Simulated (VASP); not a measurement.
```yaml
crystal:
  lattice:
    - [1.88500, -3.26492, 0.00000]
    - [1.88500, 3.26492, 0.00000]
    - [0.00000, 0.00000, 12.16000]
  atoms:
    - { symbol: La, position: [0.00000, 0.00000, 0.50000] }
    - { symbol: La, position: [0.00000, 0.00000, 0.00000] }
    - { symbol: La, position: [0.33333, 0.66667, 0.25000] }
    - { symbol: La, position: [0.66667, 0.33333, 0.75000] }
```

Calculation: PBE GGA, VASP's PBE PAW potentials (set 64) (plane waves; VASP). Settings: 300 eV cut-off, 7×7×2 Γ-centred mesh, Gaussian smearing of 0.14 eV, potentials La.

Question: Give the energies of bands 17 to 25 at the high-symmetry points, in eV from the Fermi level.

Answer: 
```tsv
band	Γ	M	K	A	L	H
17	-3.17	-1.87	-0.86	-2.73	-1.60	-1.04
18	-1.86	-1.78	-0.86	-2.73	-1.60	-1.04
19	-1.86	-1.51	-0.62	-1.65	-1.36	-0.33
20	-1.72	-1.03	-0.48	-1.65	-1.36	-0.33
21	0.51	-0.64	-0.48	0.81	-1.03	-0.01
22	0.64	-0.27	0.03	0.81	-1.03	-0.01
23	1.28	-0.18	0.19	1.23	0.66	-0.01
24	1.28	0.45	0.19	1.23	0.66	-0.01
25	1.31	0.94	0.87	1.34	1.26	0.88
```

It has no gap at this level: it comes out as a metal or semimetal.

The structure is a typed La crystal. The cell was not relaxed at this level.
